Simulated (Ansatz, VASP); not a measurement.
# One calculation of AgB2, two programs

File INCAR:

```
SYSTEM = AgB2
  PREC = Accurate
  ENCUT = 520
  EDIFF = 1E-6
  ISMEAR = 1
  SIGMA = 0.1
  LREAL = .FALSE.
  LASPH = .TRUE.
  NELM = 80
  ALGO = Normal
  ISIF = 2
  LWAVE = .FALSE.
  LCHARG = .TRUE.
  GGA = PS
  LELF = .TRUE.
  LVHAR = .TRUE.
  NBANDS = 16
```

KPOINTS

```
regular mesh
0
G
  11 11 7
  0 0 0
```

Contents of POSCAR:

```
AgB2
1.0
    2.9754923246      0.0000000000      0.0000000000
   -1.4877461623      2.5768517882      0.0000000000
    0.0000000000      0.0000000000      3.9950286569
Ag B
1 2
Direct
    0.0000000000      0.0000000000      0.0000000000
    0.3333333333      0.6666666667      0.5000000000
    0.6666666667      0.3333333333      0.5000000000
```

Input for Ansatz:

```yaml
crystal:
  lattice:
    - [2.975492324607739, 0.0, 0.0]
    - [-1.4877461623038695, 2.576851788248825, 0.0]
    - [0.0, 0.0, 3.9950286568950393]
  atoms:
    - { symbol: Ag, position: [0.0, 0.0, 0.0] }
    - { symbol: B, position: [0.3333333333333333, 0.6666666666666666, 0.5] }
    - { symbol: B, position: [0.6666666666666666, 0.3333333333333333, 0.5] }
basis:
  ecutwfc: 653.073269903712
kpoints:
  mp_grid:
    grid: [11, 11, 7]
hamiltonian:
  xc: pbesol
scf:
  n_extra_bands: 4
  occupations:
    method: methfessel_paxton
output:
  stress: true
```

The cell comes from a database or a generator and needn't be the stable form of this composition.

Alike in both runs: task single point; functional PBEsol; k mesh 11 × 11 × 7; no spin polarisation.

|  | VASP | Ansatz |
| --- | --- | --- |
| version | VASP 6.6.1 | Ansatz 0.2.0 |
| potentials or method | VASP PAW PBE potentials, release 64 (Ag, B) | plane waves, PAW |
| plane-wave cutoff (eV) | 520 | 653 |
| occupations | methfessel-paxton of order 1, width 0.1 eV | methfessel-paxton of order 1 |
| valence electrons in the cell | 17 | 25 |

```csv
,VASP,Ansatz,Ansatz less VASP
pressure (GPa),2.7,2.6,-0.06
largest component of the traceless stress (GPa),4.13,3.94,-0.189
```

The two sets of potentials don't hold the same shells in valence.

Caveats: the PAW data sets were made with another functional, which shifts forces and pressure a little (VASP).
